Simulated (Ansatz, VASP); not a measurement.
One calculation of W3N, two programs

```xyz
4
Lattice="2.9359 0.0000 0.0000 -1.4680 2.5426 0.0000 0.0000 0.0000 7.2852" Properties=species:S:1:pos:R:3 pbc="T T T"
W     0.0000    0.0000    3.6426
W     0.0000    1.6951    1.2671
W     1.4680    0.8475    6.0181
N     0.0000    0.0000    0.0000
```

Alike in both runs: task single point; functional PBEsol; k mesh 9 × 9 × 4; occupations gaussian, width 0.1 eV; no spin polarisation.

|  | VASP | Ansatz |
| --- | --- | --- |
| version | VASP 6.6.1 | Ansatz 0.2.0 |
| potentials or method | VASP PAW PBE potentials, release 64 (W_sv, N) | scalar-relativistic, plane waves, PAW |
| plane-wave cutoff (eV) | 520 | 420 |
| valence electrons in the cell | 47 | 47 |

```csv
,VASP,Ansatz,Ansatz less VASP
gap on the k mesh at the Fermi level (eV),none,none,-
pressure (GPa),-10.2,-11.2,-0.99
largest component of the traceless stress (GPa),4.87,4.78,-0.095
rms of the force components (eV/Å),0.869,0.827,-0.0427
```

Atom by atom the forces differ by 0.043 eV/Å (rms over components). A gap of «none» marks a metal or a gap that the smearing closes.

Caveats: the PAW data sets were made with another functional, which shifts forces and pressure a little (VASP). Spin-orbit coupling is left out, which matters for the levels of W.
